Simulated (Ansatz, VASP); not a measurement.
# Ni (Nickel): VASP beside Ansatz, part 2 of 2

Aim: how closely do two programs agree when they are given the same cell, functional and k mesh? The cell is taken from a series of VASP runs on this material, whose earlier steps may have relaxed, scaled or displaced it; both programs get it as it stands.

VASP 6.6.1 and Ansatz 0.2.0.

So far. Step 3 (VASP: band structure, LDA): The run ends at a pressure of -0.10 GPa.

## (4) Differences

Known differences besides the potentials themselves: the two LDA forms differ slightly; the data sets hold 18 valence electrons in Ansatz (default PAW (the set named soft_2) files) and 10 in VASP; the cutoff is 420 eV in Ansatz and 400 eV in VASP; VASP's log shows a relativistic correction to its local exchange, Ansatz's none; site moments are counted in spheres of each program's own size. Total energies have different zeros and are not compared.

Compared:

| quantity | Ansatz | VASP | difference |
| --- | --- | --- | --- |
| pressure (GPa) | 0.86 | -0.10 | +0.96 |
| pressure without Ansatz's Pulay correction (GPa) | 0.74 | -0.10 | +0.83 |
| total moment (μB) | 0.69 | 0.66 | +0.03 |
| moment on Ni1 (μB) | 0.72 | 0.66 | +0.06 |

Ansatz's pressure holds a Pulay correction of 0.12 GPa; VASP's holds none.

## (5) VASP: single point, LDA

A single point gives forces, pressure and levels at one fixed geometry, so differences don't come from the geometry; what else differs is listed under the comparison.

Input file INCAR:

```
SYSTEM = Ni
PREC = Accurate
ENCUT = 400
EDIFF = 1E-06
NELM = 100
ISMEAR = 1
SIGMA = 0.2
LREAL = .FALSE.
ALGO = Normal
GGA = CA
NBANDS = 11
ISPIN = 2
MAGMOM = 0.657
LMAXMIX = 4
LORBIT = 11
LWAVE = .FALSE.
LCHARG = .FALSE.
KPAR = 2
ICORELEVEL = 1
```

Input file POSCAR:

```
Ni
1.0
    0.0000000000      1.7113975412      1.7113975412
    1.7113975412      0.0000000000      1.7113975412
    1.7113975412      1.7113975412      0.0000000000
Ni
1
Direct
    0.0000000000      0.0000000000      0.0000000000
```

Input file KPOINTS:

```
Automatic mesh
0
Gamma
10 10 10
0 0 0
```

PAW data sets: Ni (LDA family, release 64).

Launch:

```sh
$ mpirun -np 2 vasp_std
```

Numbers of over 12 decimals in the logs are rounded to 6 here.

What it wrote:

```text
[... set-up lines as in an earlier step ...]
 entering main loop
       N       E                     dE             d eps       ncg     rms          rms(c)
DAV:   1     0.224636574065E+02    0.22464E+02   -0.39598E+03  2207   0.983E+02
DAV:   2    -0.701193620449E+01   -0.29476E+02   -0.27967E+02  2137   0.156E+02
DAV:   3    -0.768839871313E+01   -0.67646E+00   -0.67130E+00  2320   0.275E+01
DAV:   4    -0.769356873757E+01   -0.51700E-02   -0.51686E-02  2319   0.209E+00
[...]
DAV:  11    -0.657717994817E+01    0.66066E-04   -0.87695E-05  2709   0.954E-02    0.295E-02
DAV:  12    -0.657718171890E+01   -0.17707E-05   -0.17724E-06  1416   0.174E-02    0.132E-02
DAV:  13    -0.657718225608E+01   -0.53718E-06   -0.11929E-06  1192   0.120E-02
   1 F= -.65771823E+01 E0= -.65762040E+01  d E =-.293487E-02  mag=     0.6592
```

OUTCAR, selected parts (step 5):

```text
  Total       -0.0056116     -0.0056116     -0.0056116      0.0000000      0.0000000     -0.0000000
  in kB       -0.8968411     -0.8968411     -0.8968411      0.0000000      0.0000000     -0.0000000
  external PRESSURE =      -0.8968411 kB  Pullay stress =       0.0000000 kB

 POSITION                                       TOTAL-FORCE (eV/Angst)
 -----------------------------------------------------------------------------------
      0.00000      0.00000      0.00000         0.000000     -0.000000     -0.000000
 -----------------------------------------------------------------------------------
    total drift:                                0.000000      0.000000      0.000000

  FREE ENERGIE OF THE ION-ELECTRON SYSTEM (eV)
  ---------------------------------------------------
  free  energy   TOTEN  =        -6.5771822561 eV

  energy  without entropy=       -6.5742473888  energy(sigma->0) =       -6.57620397

[... 2 parts as in an earlier step ...]

[... 2 further parts left out ...]
[key lines of the parts left out:]
E-fermi :  10.2600
```

These are scalar-relativistic Kohn-Sham levels of the ground state, with no core hole, so they are not binding energies.

## (6) Ansatz: single point, LDA

The same cell, functional (in two slightly different forms), mesh and smearing now go to Ansatz, which takes its cutoff from its data sets.

The cell is taken from a series of VASP runs on this material, whose earlier steps may have relaxed, scaled or displaced it; both programs get it as it stands.

Input file input.yaml:

```yaml
crystal:
  lattice:
    - [0.0, 1.7113975412, 1.7113975412]
    - [1.7113975412, 0.0, 1.7113975412]
    - [1.7113975412, 1.7113975412, 0.0]
  atoms:
    - { symbol: Ni, position: [0.0, 0.0, 0.0], spin: 0.657 }
hamiltonian:
  xc: lda
  pseudopotentials: { kind: paw }
magnetization:
  spin_polarized: true
kpoints:
  mp_grid: { grid: [10, 10, 10] }
scf:
  occupations: { method: methfessel_paxton, width: 0.2 }
  n_extra_bands: 6
output:
  forces: true
  stress: true
  eigenvalues: true
```

Launch:

```sh
$ ansatz run input.yaml --threads 2 --pin off --max-ram 4608MiB --backend cpu --events-out ev --progress --plain --runs-dir out
```

What it wrote:

```text
[...]
Crystal: 1 atoms, lattice volume = 10.025 Å³
Basis set: ecut = 420 eV, 181 PW (Γ)
Bands: 15, of which v1, the nominal top of the filled ones, is band 9 counted from 1 (8 counted from 0)
Symmetry: 48 space group operations
[...]
k-points: 47 of 1000
[...]
Starting moments: Σ|m| = 0.657 μB on 1 of 1 site
[...]
k-point 1 ↑: bands = [... 5 lower, 16.8672, 17.0727, 17.0727, 18.2580, 18.2580, 42.3528, 45.4743, 47.5873, ... 2 higher]
  k-point 2 ↑: bands = [... 5 lower, 16.6457, 17.2235, 17.2235, 18.2717, 18.2717, 37.4076, 44.5445, 46.5869, ... 2 higher]
  k-point 46 ↓: bands = [... 5 lower, 16.3760, 17.4195, 18.9865, 20.0932, 26.5331, 29.6756, 30.3369, 32.0198, ... 2 higher]
[key lines of the parts left out:]
SCF converged after 13 iterations
Magnetization: 0.6937 μB (9.3469 up, 8.6531 down)
Free energy (F): -5773.375713 eV
Fermi energy:    19.671343 eV
P = ⅓ Tr σ = 0.8593 GPa (8.593 kbar)
```

It took 1.3 s on 2 threads of Arm Neoverse V2, shared host; peak memory 0.26 GiB.

The run ends at a pressure of 0.86 GPa.

## (7) Differences

Both answers:

| quantity | Ansatz | VASP | difference |
| --- | --- | --- | --- |
| pressure (GPa) | 0.86 | -0.09 | +0.95 |
| pressure without Ansatz's Pulay correction (GPa) | 0.74 | -0.09 | +0.82 |
| total moment (μB) | 0.69 | 0.66 | +0.03 |
| moment on Ni1 (μB) | 0.72 | 0.66 | +0.06 |

Ansatz's pressure holds a Pulay correction of 0.12 GPa; VASP's holds none.

## (8) What the set-up changes

Further runs change the set-up of one program: Ansatz's method, potentials or start, or VASP's data sets, cutoff or form of LDA. The table gives Ansatz less VASP for each quantity, since a change that brings one quantity closer may part another.

| run | pressure (GPa) | total moment (μB) |
| --- | --- | --- |
| as above | 0.95 | 0.035 |
| Ansatz's all-electron LAPW method | 0.86 | 0.034 |

## (9) Results

```yaml
difference_in_total_moment_band_structure_lda: 0.035 μB
difference_in_pressure_band_structure_lda: 0.96 GPa
difference_in_total_moment_single_point_lda: 0.035 μB
difference_in_pressure_single_point_lda: 0.95 GPa
```

**Reading.** The difference in pressure is 0.96 GPa (band structure, LDA), at about the 1 GPa picked in this series as the mark of a large difference. For single point, LDA, no further run moves any of the tabulated differences by more than a quarter of its size. 1 further run of this series is not shown here. How closely two codes agree says nothing of how well the functional describes the real material.

[Lines on the potential files, build, host, timing and source positions are cut from VASP's logs without a mark.]

[Logs are printed without paths, hosts, clocks, repeated set-up lines and the standing remarks that a program may print on its own settings, such as how far it seeks lower states.]

[Hosts, paths, dates, database ids (printed as entryN), source tags and the programs' standing remarks are cut or masked in the printed files.]
